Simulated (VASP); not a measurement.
# FeSi: relaxation of cell and atoms with r2SCAN

Crystal: FeSi.

```
Fe Si
1.0
     4.19484    0.00000    0.00000
     0.00000    4.19484    0.00000
     0.00000    0.00000    4.19484
Fe Si
4 4
Direct
  0.14145 0.14145 0.14145
  0.35855 0.85855 0.64145
  0.64145 0.35855 0.85855
  0.85855 0.64145 0.35855
  0.84332 0.84332 0.84332
  0.65668 0.15668 0.34332
  0.34332 0.65668 0.15668
  0.15668 0.34332 0.65668
```

| Item | Value |
| --- | --- |
| Program | VASP 6.6.1 |
| Task | relaxation of cell and atoms |
| Functional | r2SCAN |
| Potentials or basis | VASP PAW PBE potentials, release 64 (Fe, Si) |
| Cutoff | 600 eV |
| k mesh | 8 × 8 × 8 |
| Occupations | gaussian, width 0.03 eV |
| Spin | no spin polarisation |
| Target pressure | 50.7 GPa |
| Further INCAR settings | ALGO = Normal; EDIFF = 1e-07; IBRION = 2; EDIFFG = -0.005; NSW = 90; ISIF = 3 |
| Target pressure | 50.7 GPa |

```json
{
 "Relaxed volume": "9.22 Å³/atom",
 "Relaxed cell": "a = 4.194 Å, b = 4.194 Å, c = 4.194 Å, α = 90.00°, β = 90.00°, γ = 90.00°",
 "Space group after relaxing (to 0.05 Å)": "P2_13 (No. 198)",
 "Energy change on relaxing (the enthalpy is what falls)": "+0.8 meV/atom",
 "Ionic steps": "3",
 "Pressure after relaxing": "50.8 GPa",
 "Band gap on the k mesh": "0.31 eV, indirect (least direct gap 0.33 eV)"
}
```

Forces in eV/Å, atoms in the order of the input:
```
Fe   0.001  0.001  0.001
Fe  -0.001 -0.001  0.001
Fe   0.001 -0.001 -0.001
Fe  -0.001  0.001 -0.001
Si  -0.001 -0.001 -0.001
Si   0.001  0.001 -0.001
Si  -0.001  0.001  0.001
Si   0.001 -0.001  0.001
```

The path:
| step | energy change (eV) | largest force (eV/Å) | pressure (GPa) | volume (Å³) |
| --- | --- | --- | --- | --- |
| 1 | 0.0000 | 0.0056 | 50.61 | 73.82 |
| 2 | 0.0166 | 0.0031 | 50.96 | 73.76 |
| 3 | 0.0067 | 0.0021 | 50.76 | 73.79 |

Final structure:
```yaml
crystal:
  lattice:
    - [4.19444, 0.00000, 0.00000]
    - [0.00000, 4.19444, 0.00000]
    - [0.00000, 0.00000, 4.19444]
  atoms:
    - { symbol: Fe, position: [0.14146, 0.14146, 0.14146] }
    - { symbol: Fe, position: [0.35854, 0.85854, 0.64146] }
    - { symbol: Fe, position: [0.64146, 0.35854, 0.85854] }
    - { symbol: Fe, position: [0.85854, 0.64146, 0.35854] }
    - { symbol: Si, position: [0.84330, 0.84330, 0.84330] }
    - { symbol: Si, position: [0.65670, 0.15670, 0.34330] }
    - { symbol: Si, position: [0.34330, 0.65670, 0.15670] }
    - { symbol: Si, position: [0.15670, 0.34330, 0.65670] }
```

Levels at points of the mesh, in eV from the valence-band top:
```tsv
k point	band 21	band 22	band 23	band 24	band 25	band 26	band 27	band 28
(0.00, 0.00, 0.00)	-0.47	-0.47	-0.18	-0.18	0.98	0.98	0.98	4.20
(0.50, 0.00, 0.00)	-0.63	-0.63	-0.05	-0.05	0.36	0.36	2.28	2.28
(0.50, 0.50, 0.00)	-1.35	-1.35	-0.56	-0.56	0.92	0.92	1.86	1.86
(0.50, 0.50, 0.50)	-1.01	-1.01	-1.01	-1.01	0.81	0.81	0.81	0.81
```

Wall time 8.5 min on 2 MPI ranks on Intel(R) Xeon(R) Platinum 8488C (Sapphire Rapids), on a shared host, peak memory 0.28 GiB a rank.

Caveat: the cell is relaxed towards a set pressure, so the enthalpy falls and the energy may rise; the PAW data sets were made with another functional, which shifts forces and pressure a little. A k mesh can miss the band edges.
